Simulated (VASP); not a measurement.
The system is Zn3CdSe4.

```xyz
8
Lattice="5.7858 0.0000 0.0000 0.0000 -5.7858 0.0000 0.0000 0.0000 -5.7858" Properties=species:S:1:pos:R:3 pbc="T T T"
Cd    0.0000   -2.8929   -2.8929
Zn    2.8929    0.0000   -2.8929
Zn    2.8929   -2.8929    0.0000
Zn    0.0000    0.0000    0.0000
Se    1.4465   -1.4465   -1.4465
Se    4.3394   -4.3394   -1.4465
Se    4.3394   -1.4465   -4.3394
Se    1.4465   -4.3394   -4.3394
```

The cell was built by a generator and needn't be a form met in nature.

```yaml
Program: VASP 6.6.1
Task: relaxation of cell and atoms
Functional: PBEsol
Potentials_or_basis: VASP PAW PBE potentials, release 64 (Cd, Zn, Se)
Cutoff: 600 eV
k_mesh: 6 × 6 × 6
Occupations: gaussian, width 0.03 eV
Spin: no spin polarisation
```

At the start: pressure -0.3 GPa; volume 24.21 Å³/atom.

Q: How do energy, volume and symmetry change on relaxing?

A: Over 6 steps the energy falls by 37.0 meV/atom and the volume is 23.80 Å³/atom (-1.7 %); space group P-43m (No. 215, to 0.05 Å).

The path:
| step | energy change (eV) | largest force (eV/Å) | pressure (GPa) | volume (Å³) |
| --- | --- | --- | --- | --- |
| 1 | 0.0000 | 1.3186 | -0.27 | 193.69 |
| 2 | -0.2377 | 0.5468 | -0.46 | 192.55 |
| 3 | -0.2944 | 0.0268 | -0.38 | 191.61 |
| 4 | -0.2944 | 0.0028 | -0.39 | 191.65 |
| 5 | -0.2955 | 0.0010 | 0.26 | 189.79 |
| 6 | -0.2959 | 0.0004 | -0.01 | 190.42 |

Final structure:
```xyz
8
Lattice="5.7532 0.0000 0.0000 0.0000 -5.7532 0.0000 0.0000 0.0000 -5.7532" Properties=species:S:1:pos:R:3 pbc="T T T"
Cd    0.0000   -2.8766   -2.8766
Zn    2.8766    0.0000   -2.8766
Zn    2.8766   -2.8766    0.0000
Zn    0.0000    0.0000    0.0000
Se    1.5040   -1.3725   -1.3725
Se    4.2491   -4.3806   -1.3725
Se    4.2491   -1.3725   -4.3806
Se    1.5040   -4.3806   -4.3806
```

Caveat: the PAW data sets were made with another functional, which shifts forces and pressure a little.
